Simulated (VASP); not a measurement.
A run of VASP 6.6.1:

Contents of POSCAR:

```
Ga3BAs4                                 
1.0
   -0.0000000000      2.9609819399     -2.9609819399
   -2.5012948693     -5.5242955792     -2.5633136393
   -5.0822160012      2.7244029198      2.7244029198
  Ga              B               As            
     3     1     4
Direct
     0.7576362265967040    0.5152724531934070    0.2560474791415145
     0.9975039033774210    0.9950078067548419    0.9989626368492085
     0.2397328866085555    0.4794657732171111    0.7212026233860878
     0.4969470166021490    0.9938940332042983    0.5032046498975533
     0.9576879973845128    0.9153759947690252    0.3652445026122921
     0.1965166318955368    0.3930332637910736    0.0696094943309918
     0.4406024009811851    0.8812048019623703    0.7850953004289083
     0.6633729365539356    0.3267458731078715    0.5506333133534431
```

INCAR.step1

```
SYSTEM = Ga3BAs4
PREC = Accurate
ENCUT = 520
EDIFF = 1E-6
ISMEAR = 0
SIGMA = 0.02
LREAL = .False.
LASPH = .True.
NELM = 80
ALGO = Fast
ISIF = 2
LWAVE = .False.
LCHARG = .True.
GGA = PS
KPAR = 2
```

Contents of KPOINTS.step1:

```
regular mesh
0
Gamma
  2 2 2
  0 0 0
```

File INCAR.step2:

```
SYSTEM = Ga3BAs4
PREC = Accurate
ENCUT = 520
EDIFF = 1E-6
ISMEAR = 0
SIGMA = 0.05
LREAL = .False.
LASPH = .True.
NELM = 80
ALGO = Fast
ISIF = 2
LWAVE = .False.
LCHARG = .False.
GGA = PS
ICHARG = 11
KPAR = 2
```

KPOINTS.step2

```
path GYFLI,I1ZF1,YX1,XGN,MG
20
line-mode
reciprocal
 0.0000000000  0.0000000000  0.0000000000  G
 0.0000000000 -0.5000000000  1.0000000000  Y

 0.0000000000 -0.5000000000  1.0000000000  Y
 0.0000000000  0.2031250000  1.2812500000  F

 0.0000000000  0.2031250000  1.2812500000  F
 0.0000000000 -0.5000000000  0.5000000000  L

 0.0000000000 -0.5000000000  0.5000000000  L
 0.4687500000 -0.7343750000  0.5000000000  I

 0.5312500000 -0.2656250000 -0.5000000000  I1
 0.0000000000  0.0000000000 -0.5000000000  Z

 0.0000000000  0.0000000000 -0.5000000000  Z
 0.0000000000 -1.2031250000 -0.2812500000  F1

 0.0000000000 -0.5000000000  1.0000000000  Y
 0.3125000000 -0.6562500000  1.0000000000  X1

 0.6875000000 -0.3437500000  0.0000000000  X
 0.0000000000  0.0000000000  0.0000000000  G

 0.0000000000  0.0000000000  0.0000000000  G
 0.5000000000 -0.5000000000  0.5000000000  N

 0.5000000000 -0.5000000000  0.0000000000  M
 0.0000000000  0.0000000000  0.0000000000  G
```

Potentials or basis: VASP PAW PBE potentials, release 64 (Ga_d, B, As).

The run is started by

```console
$ cat potpaw_PBE.64/Ga_d/POTCAR potpaw_PBE.64/B/POTCAR potpaw_PBE.64/As/POTCAR > POTCAR
$ cp INCAR.step1 INCAR
$ cp KPOINTS.step1 KPOINTS
$ mpirun -np 2 vasp_std > vasp.out
$ cp INCAR.step2 INCAR
$ cp KPOINTS.step2 KPOINTS
$ mpirun -np 2 vasp_std > vasp.out
```

Hardware: 2 MPI ranks on Intel(R) Xeon(R) Platinum 8375C CPU @ 2.90GHz (Ice Lake), with other jobs on the host.

**Question.** Estimate the wall time of this run.

**Answer.** Run time: 16 min on 2 MPI ranks on Intel(R) Xeon(R) Platinum 8375C CPU @ 2.90GHz (Ice Lake), with other jobs on the host, peak memory 0.99 GiB a rank. Counts: scf iterations 14, k points 200.
